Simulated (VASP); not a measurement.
Method: LDA (Ceperley-Alder, Perdew-Zunger), VASP's LDA PAW potentials (set 64) (plane waves; VASP).

VASP input:

INCAR:
```
SYSTEM = CdS
PREC = Accurate
ENCUT = 400
EDIFF = 1E-8
NELM = 100
ALGO = Normal
LREAL = .FALSE.
LASPH = .TRUE.
ISMEAR = 0
SIGMA = 0.05
LMAXMIX = 4
LWAVE = .FALSE.
LCHARG = .FALSE.
IBRION = 1
ISIF = 2
NSW = 30
EDIFFG = -0.001
```

File KPOINTS:
```
Automatic mesh
0
gamma
  7 7 7
0 0 0
```

File POSCAR:
```
CdS
1
    0.0000000000     2.8805904511     2.8805904511
    2.8805904511     0.0000000000     2.8805904511
    2.8805904511     2.8805904511     0.0000000000
Cd S
1 1
Direct
  0.0000000000   0.0000000000   0.0000000000
  0.2500000000   0.2500000000   0.2500000000
```

POTCAR, in this order: Cd S (LDA.64 set). Program: vasp_std.

Q: What will the output report for the number of irreducible k-points (NKPTS), largest plane-wave count, number of space-group operations, FFT grid (NGX, NGY, NGZ)?

A: 
| Property | Value |
|---|---|
| number of irreducible k-points (NKPTS) | 20 |
| largest plane-wave count | 893 |
| number of space-group operations | 24 |
| FFT grid (NGX, NGY, NGZ) | 28 × 28 × 28 |

The compound is CdS in the zinc blende structure, a metastable form; wurtzite is the usual one. It was relaxed first. The start is the result of an earlier pass.
